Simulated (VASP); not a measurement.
```xyz
63
Lattice="11.5222 0.0000 0.0000 0.0000 11.5222 0.0000 0.0000 0.0000 11.5222" Properties=species:S:1:pos:R:3 pbc="T T T"
Ga     5.8145     0.0509     0.0498
Ga     8.5753     2.8069     0.0491
Ga     8.5744     0.0515     2.8099
Ga     0.0013     0.0080     0.0116
Ga     2.9285     2.9323     0.0475
Ga     5.6907     5.6932     0.0497
Ga     8.6260     8.6305     0.0102
Ga     2.9359     0.0546     2.9364
Ga     8.6656     5.7826     2.8803
Ga     5.6880     0.0501     5.6914
Ga     8.6645     2.8795     5.7823
Ga     8.6249     0.0069     8.6296
Ga    11.5130     5.7452     0.0103
Ga     2.8912     8.6417     0.0107
Ga     0.0118     2.8758     2.8743
Ga     2.9330     5.6914     2.8097
Ga     5.7574     8.6536     2.8739
Ga    11.5128     0.0061     5.7453
Ga     2.9301     2.8049     5.6904
Ga     5.7624     5.7815     5.7836
Ga     8.6292     8.6647     5.7450
Ga     2.8907     0.0076     8.6441
Ga     5.7576     2.8754     8.6533
Ga     8.6290     5.7480     8.6615
Ga     0.0093     8.6501     2.8710
Ga     0.0211     5.7481     5.7457
Ga     2.8880     8.6302     5.7449
Ga     0.0103     2.8702     8.6477
Ga     2.8904     5.7436     8.6302
Ga     5.7511     8.6499     8.6495
Ga     0.0054     8.6458     8.6472
As     7.0625     1.5553     1.5524
As    10.0573     4.2924     1.4383
As    10.0587     1.4390     4.2930
As     1.4515     1.4371     1.4380
As     4.4334     4.1798     1.5498
As     7.1747     7.1754     1.4395
As    10.0725    10.0809     1.4386
As     4.4425     1.5608     4.1770
As    10.0912     7.2108     4.3222
As     7.1731     1.4381     7.1741
As    10.0915     4.3236     7.2086
As    10.0747     1.4360    10.0793
As     1.4408     7.1917     1.4384
As     4.3188    10.0938     1.4377
As     1.4596     4.3110     4.3104
As     4.3217     7.1758     4.2927
As     7.1924    10.1033     4.3098
As     1.4404     1.4354     7.1918
As     4.3193     4.2906     7.1739
As     7.2053     7.2110     7.2083
As    10.0777    10.0828     7.1964
As     4.3181     1.4372    10.0922
As     7.1947     4.3124    10.1007
As    10.0782     7.1965    10.0843
As     1.4424    10.0832     4.3119
As     1.4418     7.1958     7.1969
As     4.3177    10.0807     7.1915
As     1.4401     4.3143    10.0815
As     4.3180     7.1919    10.0808
As     7.1944    10.0815    10.0830
As     1.4439    10.0839    10.0864
Se     7.2026     4.3197     4.3192
```
Cell charge -2.

The numbers are results of PBE GGA, VASP's PBE PAW potentials (set 64) (plane waves; VASP), not measurements. Settings: PREC = Normal, LREAL = Auto, ISYM = 0, NELECT = 256.0, 400 eV cut-off, 1×1×1 Γ-centred mesh, Gaussian smearing of 0.050 eV, potentials Ga As Se. Starting moments (MAGMOM): 63*0.0317. The cell's moment is fixed (NUPDOWN = 2).

The cell is charged, with a uniform compensating background.  The supercell is sampled at Γ alone, which is coarse: total energies, pressure and levels can be off, energies of defects by several tenths of an eV.

**Question.** Predict the cell moment, energy per atom (σ→0), pressure.

**Answer.** 
```
Property                        Value
---------------------  --------------
cell moment                   2.00 μB
energy per atom (σ→0)  -3.949 eV/atom
pressure                     2.07 GPa
```

**Question.** Give the moment on each site (PAW-sphere projection).

**Answer.** 
```json
[
 {"site": "Ga1", "moment (μB)": "0.02"},
 {"site": "Ga2", "moment (μB)": "0.02"},
 {"site": "Ga3", "moment (μB)": "0.02"},
 {"site": "Ga4", "moment (μB)": "0.01"},
 {"site": "Ga5", "moment (μB)": "0.02"},
 {"site": "Ga6", "moment (μB)": "0.02"},
 {"site": "Ga7", "moment (μB)": "0.02"},
 {"site": "Ga8", "moment (μB)": "0.02"},
 {"site": "Ga9", "moment (μB)": "0.02"},
 {"site": "Ga10", "moment (μB)": "0.02"},
 {"site": "Ga11", "moment (μB)": "0.02"},
 {"site": "Ga12", "moment (μB)": "0.02"},
 {"site": "Ga13", "moment (μB)": "0.02"},
 {"site": "Ga14", "moment (μB)": "0.01"},
 {"site": "Ga15", "moment (μB)": "0.02"},
 {"site": "Ga16", "moment (μB)": "0.02"},
 {"site": "Ga17", "moment (μB)": "0.02"},
 {"site": "Ga18", "moment (μB)": "0.02"},
 {"site": "Ga19", "moment (μB)": "0.02"},
 {"site": "Ga20", "moment (μB)": "0.02"},
 {"site": "Ga21", "moment (μB)": "0.01"},
 {"site": "Ga22", "moment (μB)": "0.01"},
 {"site": "Ga23", "moment (μB)": "0.02"},
 {"site": "Ga24", "moment (μB)": "0.01"},
 {"site": "Ga25", "moment (μB)": "0.01"},
 {"site": "Ga26", "moment (μB)": "0.01"},
 {"site": "Ga27", "moment (μB)": "0.02"},
 {"site": "Ga28", "moment (μB)": "0.01"},
 {"site": "Ga29", "moment (μB)": "0.02"},
 {"site": "Ga30", "moment (μB)": "0.01"},
 {"site": "Ga31", "moment (μB)": "0.03"},
 {"site": "As32", "moment (μB)": "0.08"},
 {"site": "As33", "moment (μB)": "0.02"},
 {"site": "As34", "moment (μB)": "0.02"},
 {"site": "As35", "moment (μB)": "0.02"},
 {"site": "As36", "moment (μB)": "0.08"},
 {"site": "As37", "moment (μB)": "0.02"},
 {"site": "As38", "moment (μB)": "0.03"},
 {"site": "As39", "moment (μB)": "0.08"},
 {"site": "As40", "moment (μB)": "0.02"},
 {"site": "As41", "moment (μB)": "0.02"},
 {"site": "As42", "moment (μB)": "0.02"},
 {"site": "As43", "moment (μB)": "0.03"},
 {"site": "As44", "moment (μB)": "0.03"},
 {"site": "As45", "moment (μB)": "0.02"},
 {"site": "As46", "moment (μB)": "0.02"},
 {"site": "As47", "moment (μB)": "0.02"},
 {"site": "As48", "moment (μB)": "0.02"},
 {"site": "As49", "moment (μB)": "0.03"},
 {"site": "As50", "moment (μB)": "0.02"},
 {"site": "As51", "moment (μB)": "0.02"},
 {"site": "As52", "moment (μB)": "0.02"},
 {"site": "As53", "moment (μB)": "0.02"},
 {"site": "As54", "moment (μB)": "0.02"},
 {"site": "As55", "moment (μB)": "0.02"},
 {"site": "As56", "moment (μB)": "0.03"},
 {"site": "As57", "moment (μB)": "0.02"},
 {"site": "As58", "moment (μB)": "0.03"},
 {"site": "As59", "moment (μB)": "0.03"},
 {"site": "As60", "moment (μB)": "0.03"},
 {"site": "As61", "moment (μB)": "0.03"},
 {"site": "As62", "moment (μB)": "0.02"},
 {"site": "Se63", "moment (μB)": "0.02"}
]
```

The absolute energy has meaning only against runs of the same code, potentials and settings.

The cell is a supercell with a defect, built from GaAs (zinc blende): Se_As-vac_Ga, charge -2.
